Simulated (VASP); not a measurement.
VASP input:

**POSCAR**
```
CdTe
1.0
  0.0000000000   2.8342437611   2.8342437611
  2.8342437611   0.0000000000   2.8342437611
  2.8342437611   2.8342437611   0.0000000000
Cd Te
1 1
Cart
  0.0000000000   0.0000000000   0.0000000000
  1.4171218806   1.4171218806   1.4171218806
```

**INCAR**
```
! general
SYSTEM  = CdTe
PREC    = Accurate
ENCUT   = 500
LREAL   = .False.   ! projection in real space or not
LASPH   = .True.   ! aspherical one-centre terms

! electronic loop
EDIFF   = 1E-6   ! SCF stop (eV)
NELM    = 100
ALGO    = Normal   ! blocked Davidson
LMAXMIX = 4   ! l cut-off of mixed one-centre charges

! smearing
ISMEAR  = 0
SIGMA   = 0.05   ! width (eV)

! functional
GGA     = PS

! ions
IBRION  = 2
NSW     = 40
ISIF    = 3   ! ions, shape and volume
EDIFFG  = -0.02   ! ionic stop
PSTRESS = 450   ! kbar

! output
LWAVE   = .False.
LCHARG  = .False.
```

**KPOINTS**
```
Automatic mesh
0
Gamma
8 8 8
0 0 0
```

POTCAR, in this order: Cd Te (PBE.64 set). Program: vasp_std.

Q: Write an equivalent input for Quantum ESPRESSO's pw.x.

A: One equivalent input (not run):
```
&CONTROL
  calculation = 'vc-relax'
  pseudo_dir = './pseudo'
  outdir = './out'
  tprnfor = .true.
  tstress = .true.
  nstep = 40
  forc_conv_thr = 0.00078
/
&SYSTEM
  ibrav = 0
  nat = 2
  ntyp = 2
  ecutwfc = 102
  occupations = 'smearing'
  smearing = 'gaussian'
  degauss = 0.003675
  input_dft = 'pbesol'
/
&ELECTRONS
  conv_thr = 7.3e-08
  electron_maxstep = 100
/
&IONS
/
&CELL
  press = 450
/
ATOMIC_SPECIES
  Cd 112.414 Cd.upf
  Te 127.600 Te.upf
CELL_PARAMETERS angstrom
    -0.0000000    2.8342438    2.8342438
     2.8342438    0.0000000    2.8342438
     2.8342438    2.8342438    0.0000000
ATOMIC_POSITIONS crystal
  Cd   0.0000000  0.0000000  0.0000000
  Te   0.2500000  0.2500000  0.2500000
K_POINTS automatic
  8 8 8 0 0 0
```
Limits of the translation: the potentials are each code's own (VASP's PAW set, PseudoDojo norm-conserving files in pw.x), so ENCUT and ecutwfc are chosen apart and not converted; conv_thr bounds pw.x's estimated SCF error, while EDIFF bounds the energy change between steps; forc_conv_thr acts on force components and is met together with etot_conv_thr.

The structure was generated: CdTe was put into the zinc blende type (F-43m), which need not be its known phase. It was relaxed first under an external pressure of 45 GPa.
